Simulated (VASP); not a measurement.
VASP input:

### POSCAR
```
SiSe2
1
   -3.4153010000     4.8327250000     3.0029730000
    3.4153010000    -4.8327250000     3.0029730000
    3.4153010000     4.8327250000    -3.0029730000
Si Se
2 4
Direct
  0.7500000000   0.7500000000   0.0000000000
  0.2500000000   0.2500000000   0.0000000000
  0.3736400000   0.6892700000   0.0629100000
  0.6263600000   0.3107300000   0.9370900000
  0.1263600000   0.1892700000   0.3156300000
  0.8736400000   0.8107300000   0.6843700000
```

**KPOINTS**
```
Automatic
0
G
3 3 3
```

**INCAR**
```
SYSTEM = SiSe2
PREC = Accurate; ENCUT = 300; LREAL = .False.
LASPH = .True.; ISYM = 3
EDIFF = 1E-6; NELM = 100; ALGO = Normal
LMAXMIX = 4
ISMEAR = -1; SIGMA = 0.05
GGA = PE; LHFCALC = .True.; AEXX = 0.25
HFRCUT = -1; PRECFOCK = Fast
ISIF = 2
LWAVE = .False.; LCHARG = .False.
```

POTCAR, in this order: Si Se (PBE.64 set). Program: vasp_std.

**Question.** Translate this PBE0 calculation to Ansatz.

**Answer.** One equivalent input (not run):
Ansatz 0.2 input:
```yaml
crystal:
  lattice:
    - [-3.4153010, 4.8327250, 3.0029730]
    - [3.4153010, -4.8327250, 3.0029730]
    - [3.4153010, 4.8327250, -3.0029730]
  atoms:
    - { symbol: Si, position: [0.7500000, 0.7500000, 0.0000000] }
    - { symbol: Si, position: [0.2500000, 0.2500000, 0.0000000] }
    - { symbol: Se, position: [0.3736400, 0.6892700, 0.0629100] }
    - { symbol: Se, position: [0.6263600, 0.3107300, 0.9370900] }
    - { symbol: Se, position: [0.1263600, 0.1892700, 0.3156300] }
    - { symbol: Se, position: [0.8736400, 0.8107300, 0.6843700] }
kpoints:
  mp_grid: { grid: [3, 3, 3] }
hamiltonian:
  xc: pbe0
  pseudopotentials: { kind: paw }
scf:
  occupations: { method: fermi_dirac, width: 0.05 }
  max_iter: 100
output: { forces: true, stress: true, eigenvalues: true }
```
What does not carry over: each code has its own PAW files, so the cut-off isn't converted (ENCUT is set for VASP's; basis.ecutwfc is left out, and Ansatz then takes the one that its files recommend); Ansatz stops its SCF on the density residual and VASP on the energy change (EDIFF).

The structure comes from a computed database's SiSe2 entry; how it stands against other phases isn't given here. The cell was not relaxed at this level. The k-mesh is coarse (spacing up to 0.46 per Å, 2π included), so the numbers may not be converged in it.
